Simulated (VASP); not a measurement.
Write the native input for VASP 6.6.1 that does the following.

```
Task                   : relaxation of cell and atoms
Functional             : PBE
Dispersion             : D3(BJ)
Potentials or basis    : VASP PAW PBE potentials, release 64 (C_h)
Cutoff                 : 900 eV
k mesh                 : 15 × 15 × 4
Occupations            : gaussian, width 0.02 eV
Spin                   : no spin polarisation
Further INCAR settings : ALGO = Fast; EDIFF = 1e-07; IBRION = 2; EDIFFG = -0.002; NSW = 80; ISIF = 3
```

The structure of C lies in POSCAR:

```
C                                       
1.0
    2.4644236686     -0.0000000000     -0.0000000000
   -1.2322118343      2.1342535030      0.0000000000
    0.0000000000     -0.0000000000      6.7134738346
  C             
     4
Direct
     0.0000000000000000    0.0000000000000000    0.2500000000000000
     0.0000000000000000    0.0000000000000000    0.7500000000000000
     0.3333333300000021    0.6666666699999979    0.2500000000000000
     0.6666666699999979    0.3333333300000021    0.7500000000000000
```

These files were run (other wordings do the same):

INCAR

```
  ALGO = Fast
  EDIFF = 1E-7
  EDIFFG = -0.002
  ENCUT = 900
  GGA = PE
  IBRION = 2
  ISIF = 3
  ISMEAR = 0
  IVDW = 12
  KPAR = 4
  LASPH = True
  LCHARG = False
  LREAL = False
  LWAVE = False
  NELM = 80
  NSW = 80
  PREC = Accurate
  SIGMA = 0.02
```

KPOINTS

```
k-points
0
Gamma
  15 15 4
```

Potentials or basis: VASP PAW PBE potentials, release 64 (C_h).

The run is started by

```bash
$ cat potpaw_PBE.64/C_h/POTCAR > POTCAR
$ mpirun -np 4 vasp_std > vasp.out
```

Results of the run:

```yaml
Relaxed_volume: 8.78 Å³/atom
Relaxed_cell: a = 2.464 Å, b = 2.464 Å, c = 6.676 Å, α = 90.00°, β = 90.00°, γ = 120.00°
Space_group_after_relaxing_to_0.05_Å: P6_3/mmc (No. 194)
Energy_gained_by_relaxing: 0.0 meV/atom
Ionic_steps: 10
Pressure_after_relaxing: 0.0 GPa
Band_gap_on_the_k_mesh: none (metal or under the smearing width)
Dispersion_energy_per_atom: -0.157 eV
```

Caveat: the cutoff is under 1.25 times the usual one of these potentials, so pressure, stress and relaxed cells hold a basis-set (Pulay) error.

Wall time 78 s on 4 MPI ranks on Intel(R) Xeon(R) Platinum 8488C (Sapphire Rapids) (shared host), peak memory 0.22 GiB a rank.
